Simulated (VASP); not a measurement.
Here is the system:

```xyz
2
Lattice="3.1500 0.0000 0.0000 0.0000 3.1500 0.0000 0.0000 0.0000 3.1500" Properties=species:S:1:pos:R:3 pbc="T T T"
Zn     1.5750     1.5750     1.5750
Au     0.0000     0.0000     0.0000
```

Method: PBEsol GGA, VASP's PBE PAW potentials (set 64) (plane waves; VASP). Run with 400 eV cut-off, 10×10×10 Γ-centred mesh, first-order Methfessel-Paxton smearing of 0.10 eV, potentials Zn Au.

Energy and stress use the plane-wave basis of the starting cell.

### Question
The ions, cell shape and volume are relaxed. Which structure does the run end with?

### Answer

```xyz
2
Lattice="3.1270 0.0000 0.0000 0.0000 3.1270 0.0000 0.0000 0.0000 3.1270" Properties=species:S:1:pos:R:3 pbc="T T T"
Zn     1.5635     1.5635     1.5635
Au     0.0000     0.0000     0.0000
```
Space group Pm-3m (221), at a tolerance of 0.03 Å.

### Question
How do energy and volume change from the first to the last step?

### Answer
The energy (σ→0) changes by -3.4 meV/atom and the volume by -2.2 %, in 3 ionic steps.

| step | E(σ→0) (eV) | max force (eV/Å) | pressure (GPa) | volume (Å³) |
|---|---|---|---|---|
| 1 | -5.9482 | 0.000 | -3.12 | 31.26 |
| 2 | -5.9478 | 0.000 | 3.48 | 29.90 |
| 3 | -5.9549 | 0.000 | 0.00 | 30.58 |

The compound is AuZn in the CsCl type structure. This run relaxes it. Symmetry was kept, so distortions that lower it aren't found. The electron count is odd and the run is not spin-polarised, which forces a metal.
